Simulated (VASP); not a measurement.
Calculation: r2SCAN meta-GGA, VASP's PBE PAW potentials (set 64) (plane waves; VASP 6.6.1).

VASP ran on this input.

KPOINTS:
```
Regular mesh
0
G
6 6 6
0 0 0
```

POSCAR:
```
Si
1
   -3.3230471347     3.3230471347     3.3230471347
    3.3230471347    -3.3230471347     3.3230471347
    3.3230471347     3.3230471347    -3.3230471347
Si
8
Direct
  0.2011460585   0.5000000000   0.0000000000
  0.7988539415   0.5000000000   0.0000000000
  0.0000000000   0.2011460585   0.5000000000
  0.0000000000   0.7988539415   0.5000000000
  0.2988539415   0.2988539415   0.2988539415
  0.7011460585   0.7011460585   0.7011460585
  0.5000000000   0.0000000000   0.2011460585
  0.5000000000   0.0000000000   0.7988539415
```

**INCAR**
```
ALGO = Normal
EDIFF = 1E-6
EDIFFG = -0.02
ENCUT = 400
IBRION = 2
ISIF = 3
ISMEAR = 1
LASPH = .TRUE.
LCHARG = .FALSE.
LMIXTAU = .TRUE.
LREAL = .FALSE.
LWAVE = .FALSE.
METAGGA = R2SCAN
NELM = 100
NSW = 60
PREC = Accurate
SIGMA = 0.1
SYSTEM = Si
```

POTCAR, in this order: Si (PBE.64 set). Program: vasp_std.

Task: What will the output report for the number of irreducible k-points (NKPTS), number of bands (NBANDS), largest plane-wave count, number of space-group operations, FFT grid (NGX, NGY, NGZ)?

Result: 
```yaml
number of irreducible k-points (NKPTS): 18
number of bands (NBANDS): 21
largest_plane_wave_count: 2718
number_of_space_group_operations: 24
FFT grid (NGX, NGY, NGZ): 40 × 40 × 40
```

The structure comes from a computed database's Si entry (Ia-3); how it stands against other phases isn't given here. It was relaxed first. The start is the result of an earlier pass.
